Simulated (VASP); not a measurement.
Input:

```
CELL_PARAMETERS angstrom
      5.03772     0.00000     0.00000
     -2.51886     4.36280     0.00000
      0.00000     0.00000     3.15091
ATOMIC_POSITIONS crystal
  Zr 0.00000 0.00000 0.00000
  Zr 0.33333 0.66667 0.50000
  Zr 0.66667 0.33333 0.50000
```

Method: r2SCAN meta-GGA, VASP's PBE PAW potentials (set 64) (plane waves; VASP). Run with 400 eV cut-off, 7×7×9 Γ-centred mesh, first-order Methfessel-Paxton smearing of 0.10 eV, potentials Zr_sv.

### Question
What does the run give for the energy per atom (σ→0), band gap (on the k-mesh) with the smallest direct gap where there is one?

### Answer

The band gap (on the k-mesh) is none (metal, semimetal or under 0.01 eV) and the energy per atom (σ→0) is -22.762 eV/atom.

The absolute energy has meaning only against runs of the same code, potentials and settings.

The structure was generated: Zr was put into the omega type (P6/mmm), which need not be its known phase. It was relaxed first. The start is the result of an earlier pass.
